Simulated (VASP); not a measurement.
Input:

```
CELL_PARAMETERS angstrom
      3.64639     0.00000     0.00000
     -1.82319     3.15786     0.00000
      0.00000     0.00000    11.73228
ATOMIC_POSITIONS crystal
  Gd 0.00000 0.00000 0.00000
  Gd 0.00000 0.00000 0.50000
  Gd 0.33333 0.66667 0.25000
  Gd 0.66667 0.33333 0.75000
```
Starting moments (μB, in the order of the record's atoms Gd Gd Gd Gd): 7.0 7.0 7.0 7.0.

The numbers are results of PBE GGA, VASP's PBE PAW potentials (set 64) (plane waves; VASP 6.6.1), not measurements. Settings: 300 eV cut-off, 8×8×3 Γ-centred mesh, Fermi-Dirac smearing of 0.10 eV, potentials Gd.

### Question
Give the spin-up energies of bands 43 to 56 at the high-symmetry points, in eV from the Fermi level.

### Answer

| band | Γ | M | K | A | L | H |
|---|---|---|---|---|---|---|
| 43 | -4.62 | -4.62 | -4.62 | -4.61 | -4.62 | -4.62 |
| 44 | -4.61 | -4.62 | -4.62 | -4.61 | -4.62 | -4.62 |
| 45 | -4.61 | -2.39 | -0.95 | -4.59 | -2.11 | -1.01 |
| 46 | -3.56 | -2.20 | -0.89 | -4.59 | -2.11 | -1.01 |
| 47 | -3.56 | -1.71 | -0.89 | -2.64 | -1.85 | -0.89 |
| 48 | -2.41 | -1.53 | -0.85 | -2.64 | -1.85 | -0.89 |
| 49 | 0.46 | -0.88 | -0.85 | 0.49 | -1.11 | -0.73 |
| 50 | 0.50 | -0.86 | -0.83 | 0.49 | -1.11 | -0.73 |
| 51 | 0.92 | -0.52 | -0.54 | 1.09 | 0.19 | -0.54 |
| 52 | 1.20 | 0.25 | -0.54 | 1.10 | 0.19 | -0.54 |
| 53 | 1.21 | 0.43 | 0.19 | 1.34 | 1.05 | 0.43 |
| 54 | 1.26 | 1.16 | 0.38 | 1.34 | 1.05 | 0.43 |
| 55 | 1.26 | 1.44 | 0.38 | 1.35 | 1.53 | 0.44 |
| 56 | 1.48 | 1.59 | 0.72 | 1.40 | 1.54 | 0.44 |

### Question
Give the spin-down energies of bands 43 to 56 at the high-symmetry points, in eV from the Fermi level.

### Answer

```csv
band,Γ,M,K,A,L,H
43,0.75,0.66,0.67,0.71,0.67,0.69
44,0.75,0.67,0.68,0.71,0.67,0.69
45,0.76,0.68,0.68,0.76,0.68,0.75
46,0.76,0.69,0.69,0.76,0.68,0.75
47,0.77,0.71,0.69,0.77,0.70,0.76
48,0.78,0.72,0.78,0.77,0.70,0.76
49,1.68,0.74,0.78,1.61,0.71,0.78
50,1.69,0.76,0.87,1.61,0.71,0.78
51,1.91,0.83,0.87,2.23,1.28,0.80
52,2.17,1.45,0.89,2.24,1.28,0.80
53,2.17,1.56,1.48,2.34,2.09,1.63
54,2.28,2.10,1.57,2.35,2.09,1.63
55,2.28,2.50,1.57,2.36,2.54,1.64
56,2.59,2.57,1.82,2.48,2.56,1.64
```

It has no gap at this level: it comes out as a metal or semimetal.

The structure was generated: Gd was put into an ordered model structure, which need not be its known phase. The cell was not relaxed at this level.
